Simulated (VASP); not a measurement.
Given:

```yaml
crystal:
  lattice:
    - [4.86418, 0.00000, 0.00000]
    - [0.00000, 4.86418, 0.00000]
    - [0.00000, 0.00000, 3.30520]
  atoms:
    - { symbol: Mn, position: [0.00000, 0.00000, 0.00000], spin: 4.5 }
    - { symbol: Mn, position: [0.50000, 0.50000, 0.50000], spin: -4.5 }
    - { symbol: F, position: [0.30316, 0.30316, 0.00000] }
    - { symbol: F, position: [0.80316, 0.19684, 0.50000] }
    - { symbol: F, position: [0.19684, 0.80316, 0.50000] }
    - { symbol: F, position: [0.69684, 0.69684, 0.00000] }
```

All values below come from optB86b-vdW, VASP's PBE PAW potentials (set 64) (plane waves; VASP). Run with 520 eV cut-off, 5×5×8 Γ-centred mesh, tetrahedra with Blöchl corrections, potentials Mn_pv F.

### Question
The job: MnF2 (rutile), 6 atoms, optB86b-vdW, static run, 520 eV, 5×5×8 Γ-centred mesh. Roughly how much core time does it take on a busy server core?

### Answer
About 2 core-minutes (one run on a shared machine, a rough figure). It had 30 irreducible k-points, 32 bands, up to 2124 plane waves and 17 electronic steps.

The compound is MnF2 in the rutile structure. It was relaxed first. The spin order is the one that the start imposed; others were not tried in this run.
